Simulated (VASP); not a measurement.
Computed with LDA (Ceperley-Alder, Perdew-Zunger), VASP's LDA PAW potentials (set 64) (plane waves; VASP).

VASP input:

**POSCAR**
```
MgI2
1
    2.0372050790    -3.5285422998    -0.0000000000
    2.0372050790     3.5285422998    -0.0000000000
    0.0000000000     0.0000000000     6.6848533205
Mg I
1 2
Direct
  0.0000000000   0.0000000000   1.0000000000
  0.3333330000   0.6666670000   0.2474505819
  0.6666670000   0.3333330000   0.7525494181
```

### KPOINTS
```
K-points
0
gamma
 7 7 4
0 0 0
```

**INCAR**
```
SYSTEM = MgI2
PREC = Accurate; ENCUT = 520; LREAL = .False.
LASPH = .True.
EDIFF = 1E-7; NELM = 100; ALGO = Normal
LMAXMIX = 4
ISMEAR = -5
ISIF = 2
LWAVE = .False.; LCHARG = .True.; LORBIT = 11
NEDOS = 601
LEFG = .True.
```

POTCAR, in this order: Mg I (LDA.64 set). Program: vasp_std.

Question: What does the run give for the energy per atom (σ→0)?

Answer: 
```yaml
energy per atom (σ→0): -3.032 eV/atom
```

**OSZICAR**
```
...
DAV:   7    -0.909958335359E+01    0.32007E-01   -0.11742E-01   764   0.185E+00    0.532E-01
DAV:   8    -0.909681951436E+01    0.27638E-02   -0.10071E-02   756   0.599E-01    0.210E-01
DAV:   9    -0.909677273431E+01    0.46780E-04   -0.57094E-04   848   0.160E-01    0.865E-02
DAV:  10    -0.909676603547E+01    0.66988E-05   -0.28326E-05   820   0.409E-02    0.396E-02
DAV:  11    -0.909676491928E+01    0.11162E-05   -0.36359E-06   804   0.138E-02    0.238E-02
DAV:  12    -0.909676477248E+01    0.14680E-06   -0.37753E-07   812   0.414E-03    0.962E-03
DAV:  13    -0.909676475018E+01    0.22295E-07   -0.23150E-08   460   0.107E-03
   1 F= -.90967648E+01 E0= -.90967648E+01  d E =0.000000E+00
```

The compound is MgI2 in the 1T layered structure. It was relaxed first, which changed the volume by -6 %.
